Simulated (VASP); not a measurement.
MgB2:

```
CELL_PARAMETERS angstrom
3.08500 0.00000 0.00000
-1.54250 2.67169 0.00000
0.00000 0.00000 3.52300
ATOMIC_POSITIONS crystal
Mg 0.00000 0.00000 0.00000
B 0.33333 0.66667 0.50000
B 0.66667 0.33333 0.50000
```

Base run:

| Property | Result |
| --- | --- |
| Program | VASP 6.6.1 |
| Functional | PBE |
| Potentials or basis | VASP PAW PBE potentials, release 64 (Mg, B) |
| Cutoff | 520 eV |
| k mesh | 20 × 20 × 16 |
| Occupations | fermi-dirac, width 0.05 eV |
| Spin | no spin polarisation |

Its results: band gap on the k mesh none (metal or under the smearing width); pressure -1.3 GPa.

Task: The run is repeated on the same cell with these changes: functional from PBE to LDA; potentials or basis from VASP PAW PBE potentials, release 64 (Mg, B) to VASP PAW LDA potentials, release 64 (Mg, B). What comes out?

Result: Band gap on the k mesh none (metal or under the smearing width); pressure -8.2 GPa.
